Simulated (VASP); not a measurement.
Level of theory: PBEsol GGA, VASP's PBE PAW potentials (set 64) (plane waves; VASP 6.6.1).

The input files of a VASP run:

### KPOINTS
```
K-points
0
gamma
  8 8 8
```

### INCAR
```
# general
SYSTEM  = GaP
PREC    = Accurate
ENCUT   = 500   # plane-wave cut-off (eV)
LREAL   = .False.
LASPH   = .True.

# electronic loop
EDIFF   = 1E-6   # SCF stop (eV)
NELM    = 100   # most electronic steps
ALGO    = Normal
LMAXMIX = 4

# smearing
ISMEAR  = 0   # Gaussian
SIGMA   = 0.05   # width (eV)

# functional
GGA     = PS

# ions
IBRION  = 2   # conjugate gradients
NSW     = 40   # most ionic steps
ISIF    = 3   # ions, shape and volume
EDIFFG  = -0.02   # ionic stop
PSTRESS = 50   # kbar

# output
LWAVE   = .False.
LCHARG  = .False.
```

**POSCAR**
```
GaP
1.0
  0.0000000000   2.7194702904   2.7194702904
  2.7194702904   0.0000000000   2.7194702904
  2.7194702904   2.7194702904   0.0000000000
Ga P
1 1
Cartesian
  0.0000000000   0.0000000000   0.0000000000
  1.3597351452   1.3597351452   1.3597351452
```

POTCAR, in this order: Ga_d P (PBE.64 set). Program: vasp_std.

The run wrote:

File OSZICAR:
```
       N       E                     dE             d eps       ncg     rms          rms(c)
DAV:   1     0.810824852628E+02    0.81082E+02   -0.90823E+03   770   0.198E+03
DAV:   2    -0.366792762386E+01   -0.84750E+02   -0.81561E+02   829   0.339E+02
DAV:   3    -0.100933881284E+02   -0.64255E+01   -0.63928E+01   929   0.782E+01
DAV:   4    -0.102057131302E+02   -0.11233E+00   -0.11224E+00   934   0.112E+01
DAV:   5    -0.102083624548E+02   -0.26493E-02   -0.26492E-02   925   0.151E+00    0.416E+00
DAV:   6    -0.996333631321E+01    0.24503E+00   -0.43808E-01  1185   0.141E+01    0.264E+00
DAV:   7    -0.992384141579E+01    0.39495E-01   -0.99703E-02  1040   0.272E+00    0.995E-01
DAV:   8    -0.992084526944E+01    0.29961E-02   -0.13064E-02   897   0.165E+00    0.155E-01
DAV:   9    -0.992098931315E+01   -0.14404E-03   -0.11360E-03  1096   0.594E-01    0.671E-02
DAV:  10    -0.992100925121E+01   -0.19938E-04   -0.67692E-05   874   0.809E-02    0.278E-02
DAV:  11    -0.992103577742E+01   -0.26526E-04   -0.28964E-05   874   0.654E-02    0.393E-03
DAV:  12    -0.992103567335E+01    0.10407E-06   -0.15106E-06   662   0.191E-02
   1 F= -.86657506E+01 E0= -.86657506E+01  d E =-.866575E+01
       N       E                     dE             d eps       ncg     rms          rms(c)
DAV:   1    -0.112508884962E+02   -0.13299E+01   -0.16894E+01  1004   0.819E+01    0.736E+00
DAV:   2    -0.100957259945E+02    0.11552E+01   -0.26181E+00   974   0.615E+01    0.300E+00
DAV:   3    -0.985908707356E+01    0.23664E+00   -0.18205E-01  1027   0.812E+00    0.100E+00
DAV:   4    -0.982617644314E+01    0.32911E-01   -0.24867E-02  1022   0.172E+00    0.415E-01
DAV:   5    -0.982160287171E+01    0.45736E-02   -0.29793E-03   903   0.739E-01    0.746E-02
DAV:   6    -0.982156759959E+01    0.35272E-04   -0.15066E-04  1181   0.135E-01    0.135E-02
DAV:   7    -0.982156518567E+01    0.24139E-05   -0.14282E-05   914   0.359E-02    0.676E-03
DAV:   8    -0.982156685666E+01   -0.16710E-05   -0.16013E-06   738   0.182E-02    0.155E-03
DAV:   9    -0.982156691247E+01   -0.55808E-07   -0.19096E-07   422   0.743E-03
   2 F= -.86790324E+01 E0= -.86790324E+01  d E =-.132818E-01
       N       E                     dE             d eps       ncg     rms          rms(c)
DAV:   1    -0.101451571841E+02   -0.32359E+00   -0.34533E+00  1019   0.441E+01    0.296E+00
DAV:   2    -0.994761567125E+01    0.19754E+00   -0.33031E-01   969   0.140E+01    0.137E+00
DAV:   3    -0.989599061770E+01    0.51625E-01   -0.68569E-02  1009   0.610E+00    0.292E-01
DAV:   4    -0.989157799501E+01    0.44126E-02   -0.67853E-03   894   0.149E+00    0.124E-01
DAV:   5    -0.989088198586E+01    0.69601E-03   -0.44133E-04  1043   0.313E-01    0.538E-02
DAV:   6    -0.989084358819E+01    0.38398E-04   -0.66751E-05   935   0.165E-01    0.254E-02
DAV:   7    -0.989084131579E+01    0.22724E-05   -0.10287E-05   939   0.783E-02    0.124E-02
DAV:   8    -0.989084151873E+01   -0.20294E-06   -0.13840E-06   560   0.130E-02
   3 F= -.87005383E+01 E0= -.87005383E+01  d E =-.347877E-01
```

File OUTCAR:
```
------------------------ aborting loop because EDIFF is reached ----------------------------------------
  FORCE on cell =-STRESS in cart. coord.  units (eV):
  Direction    XX          YY          ZZ          XY          YZ          ZX
  --------------------------------------------------------------------------------------
  Total        1.1617853      1.1617853      1.1617853      0.0000000      0.0000000     -0.0000000
  in kB       48.8020751     48.8020751     48.8020751      0.0000000      0.0000000     -0.0000000
  external PRESSURE =      -1.1979249 kB  Pullay stress =      50.0000000 kB
  volume of cell :       38.14
      direct lattice vectors                 reciprocal lattice vectors
     0.000000000  2.671710498  2.671710498    -0.187146025  0.187146025  0.187146025
     2.671710498  0.000000000  2.671710498     0.187146025 -0.187146025  0.187146025
     2.671710498  2.671710498  0.000000000     0.187146025  0.187146025 -0.187146025
  FREE ENERGIE OF THE ION-ELECTRON SYSTEM (eV)
  ---------------------------------------------------
  free  energy   TOTEN  =        -9.8908415187 eV

  energy  without entropy=       -9.8908415187  energy(sigma->0) =       -9.89084152
  enthalpy is  TOTEN    =        -8.7005382991 eV   P V=        1.1903032196

 reached required accuracy - stopping structural energy minimisation
```
(Selected blocks of OUTCAR.)

CONTCAR:
```
GaP
   1.00000000000000
     0.0000000000000000    2.6717104977604911    2.6717104977604911
     2.6717104977604911    0.0000000000000000    2.6717104977604911
     2.6717104977604911    2.6717104977604911    0.0000000000000000
  Ga              P
     1     1
Direct
     0.0000000000000000    0.0000000000000000    0.0000000000000000
     0.2500000000000000    0.2500000000000000    0.2500000000000000
```

Energy and stress use the plane-wave basis of the starting cell.

The compound is GaP in the zinc blende structure. This run relaxes it under an external pressure of 5 GPa. Symmetry was kept, so distortions that lower it aren't found.
